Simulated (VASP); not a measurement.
Si (diamond):

```xyz
2
Lattice="0.0000 2.7155 2.7155 2.7155 0.0000 2.7155 2.7155 2.7155 0.0000" Properties=species:S:1:pos:R:3 pbc="T T T"
Si     0.0000     0.0000     0.0000
Si     1.3577     1.3577     1.3578
```

The lowest empty band near the point 0.84 of the way from Γ to X, direction across the valley's axis, from PBE with spin-orbit coupling in VASP (PAW); its two spin partners are averaged. The gap over the points computed is 0.56 eV, and the next band on that side lies 0.58 eV away at the edge.

Run with 400 eV cut-off, 9×9×9 Γ-centred mesh, Gaussian smearing of 0.050 eV, potentials Si.

```tsv
distance from the edge in k (1/Å)	distance in energy (meV)
0.018	6.4
0.025	12.3
0.035	24.0
0.050	48.8
0.070	94.7
```

### Question
Fit E(1 + αE) = ħ²k²/2m* (ħ²/2m0 = 3.810 eV Å²) and predict the row at 0.095 1/Å.

### Answer
Least squares on the energies gives the electron mass m* = 0.193 m0 and α = 0.21 per eV, and so 171.7 meV. The run gave 171.9 meV, +0.2 meV from the fit.

Left out are points under 3 meV from the edge, since the levels carry 0.1 meV, and points farther than half the way to the next band.

The compound is Si in the diamond structure. The cell was not relaxed at this level.
